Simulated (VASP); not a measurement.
Output of a VASP run:

### OSZICAR
```
...
DAV:   1    -0.246868852636E+02   -0.11870E-01   -0.24550E-01  4168   0.441E+00    0.434E-01
DAV:   2    -0.246844994299E+02    0.23858E-02   -0.85480E-03  4856   0.163E+00    0.262E-01
DAV:   3    -0.246827987475E+02    0.17007E-02   -0.17851E-03  5632   0.905E-01    0.258E-02
DAV:   4    -0.246828413625E+02   -0.42615E-04   -0.46485E-04  3832   0.207E-01    0.174E-02
DAV:   5    -0.246828409484E+02    0.41410E-06   -0.14486E-05  5208   0.615E-02    0.497E-03
DAV:   6    -0.246828404793E+02    0.46904E-06   -0.10723E-06  2144   0.246E-02
   7 F= -.15323326E+02 E0= -.15323108E+02  d E =-.178219E-02
       N       E                     dE             d eps       ncg     rms          rms(c)
DAV:   1    -0.246976127304E+02   -0.14772E-01   -0.41326E-01  4168   0.571E+00    0.562E-01
DAV:   2    -0.246936407484E+02    0.39720E-02   -0.14446E-02  4864   0.211E+00    0.339E-01
DAV:   3    -0.246907846266E+02    0.28561E-02   -0.30018E-03  5592   0.117E+00    0.332E-02
DAV:   4    -0.246908567280E+02   -0.72101E-04   -0.78153E-04  3840   0.264E-01    0.226E-02
DAV:   5    -0.246908560483E+02    0.67973E-06   -0.23197E-05  5304   0.743E-02    0.654E-03
DAV:   6    -0.246908552773E+02    0.77096E-06   -0.17012E-06  2624   0.307E-02
   8 F= -.15323861E+02 E0= -.15323779E+02  d E =-.231736E-02
       N       E                     dE             d eps       ncg     rms          rms(c)
DAV:   1    -0.246896128701E+02    0.12432E-02   -0.21061E-02  4176   0.128E+00    0.127E-01
DAV:   2    -0.246894103403E+02    0.20253E-03   -0.74274E-04  4888   0.476E-01    0.767E-02
DAV:   3    -0.246892642032E+02    0.14614E-03   -0.15205E-04  5616   0.257E-01    0.718E-03
DAV:   4    -0.246892674988E+02   -0.32956E-05   -0.35816E-05  3824   0.578E-02    0.490E-03
DAV:   5    -0.246892674560E+02    0.42829E-07   -0.97600E-07  2416   0.167E-02
   9 F= -.15323921E+02 E0= -.15323811E+02  d E =-.237712E-02
       N       E                     dE             d eps       ncg     rms          rms(c)
DAV:   1    -0.246516905012E+02    0.37577E-01   -0.23925E-01  4416   0.871E+00    0.628E-01
DAV:   2    -0.246441103358E+02    0.75802E-02   -0.26130E-02  4968   0.224E+00    0.238E-01
DAV:   3    -0.246426025022E+02    0.15078E-02   -0.32096E-03  4728   0.139E+00    0.792E-02
DAV:   4    -0.246424091965E+02    0.19331E-03   -0.60173E-04  5456   0.482E-01    0.201E-02
DAV:   5    -0.246424029255E+02    0.62711E-05   -0.15927E-04  4872   0.145E-01    0.951E-03
DAV:   6    -0.246424010082E+02    0.19173E-05   -0.11422E-05  5456   0.415E-02    0.529E-03
DAV:   7    -0.246424009834E+02    0.24774E-07   -0.72786E-07  1968   0.144E-02
  10 F= -.15323446E+02 E0= -.15323344E+02  d E =0.475462E-03
       N       E                     dE             d eps       ncg     rms          rms(c)
DAV:   1    -0.246797876901E+02   -0.37387E-01   -0.11690E-01  4424   0.615E+00    0.436E-01
DAV:   2    -0.246761192196E+02    0.36685E-02   -0.12684E-02  4992   0.156E+00    0.165E-01
DAV:   3    -0.246753856345E+02    0.73359E-03   -0.15477E-03  4728   0.960E-01    0.550E-02
DAV:   4    -0.246752911019E+02    0.94533E-04   -0.29208E-04  5448   0.337E-01    0.139E-02
DAV:   5    -0.246752879483E+02    0.31536E-05   -0.77424E-05  4896   0.101E-01    0.664E-03
DAV:   6    -0.246752868752E+02    0.10731E-05   -0.48550E-06  3792   0.291E-02    0.326E-03
DAV:   7    -0.246752869385E+02   -0.63264E-07   -0.11635E-06  2312   0.115E-02
  11 F= -.15324028E+02 E0= -.15323921E+02  d E =-.106996E-03
```

OUTCAR:
```
------------------------ aborting loop because EDIFF is reached ----------------------------------------
  FORCE on cell =-STRESS in cart. coord.  units (eV):
  Direction    XX          YY          ZZ          XY          YZ          ZX
  --------------------------------------------------------------------------------------
  Total        9.3432801      9.3432801      9.3550355      0.0000000      0.0000000      0.0000000
  in kB      299.7440269    299.7440269    300.1211558      0.0000000      0.0000000      0.0000000
  external PRESSURE =      -0.1302635 kB  Pullay stress =     300.0000000 kB
  volume of cell :       49.94
      direct lattice vectors                 reciprocal lattice vectors
     3.539493358  0.000000000  0.000000000     0.282526311  0.000000000  0.000000000
     0.000000000  3.539493358  0.000000000     0.000000000  0.282526311 -0.000000000
     0.000000000  0.000000000  3.986366348     0.000000000 -0.000000000  0.250855017
 POSITION                                       TOTAL-FORCE (eV/Angst)
 -----------------------------------------------------------------------------------
      1.76975      0.00000      2.82610        -0.000000     -0.000000     -0.007617
      0.00000      1.76975      1.16027         0.000000      0.000000      0.007617
      1.76975      1.76975      0.00000         0.000000     -0.000000      0.000000
      0.00000      0.00000      0.00000         0.000000      0.000000      0.000000
 -----------------------------------------------------------------------------------
    total drift:                                0.000000      0.000000     -0.000000
  FREE ENERGIE OF THE ION-ELECTRON SYSTEM (eV)
  ---------------------------------------------------
  free  energy   TOTEN  =       -24.6752869385 eV

  energy  without entropy=      -24.6749653937  energy(sigma->0) =      -24.67517976
  enthalpy is  TOTEN    =       -15.3240279809 eV   P V=        9.3512589575

 reached required accuracy - stopping structural energy minimisation
```
(Selected blocks of OUTCAR.)

### POSCAR
```
SnO
1
    3.5871584141     0.0000000000     0.0000000000
    0.0000000000     3.5871584141    -0.0000000000
    0.0000000000     0.0000000000     4.1023378203
Sn O
2 2
Direct
  0.5000000000   0.0000000000   0.7164642361
  0.0000000000   0.5000000000   0.2835357639
  0.5000000000   0.5000000000   1.0000000000
  0.0000000000   0.0000000000   0.0000000000
```

Q: Write an INCAR and KPOINTS that could have produced this output.

A: Several could match; the one computed here: the input of the run itself, LDA (Ceperley-Alder, Perdew-Zunger), plane waves, VASP's LDA PAW potentials (set 64).

### INCAR
```
SYSTEM  =  SnO
PREC  =  Accurate; ENCUT  =  620; LREAL  =  .FALSE.
LASPH  =  .TRUE.
EDIFF  =  1E-6; NELM  =  100; ALGO  =  Normal
LMAXMIX  =  4
ISMEAR  =  1; SIGMA  =  0.1
IBRION  =  2; NSW  =  40; ISIF  =  3
EDIFFG  =  -0.02; PSTRESS  =  300
LWAVE  =  .FALSE.; LCHARG  =  .FALSE.
```

KPOINTS:
```
Automatic mesh
0
Gamma
9 9 8
0 0 0
```

POTCAR, in this order: Sn_d O (LDA.64 set). Program: vasp_std.

Energy and stress use the plane-wave basis of the starting cell.

The compound is SnO in the litharge structure. This run relaxes it under an external pressure of 30 GPa. Symmetry was kept, so distortions that lower it aren't found.
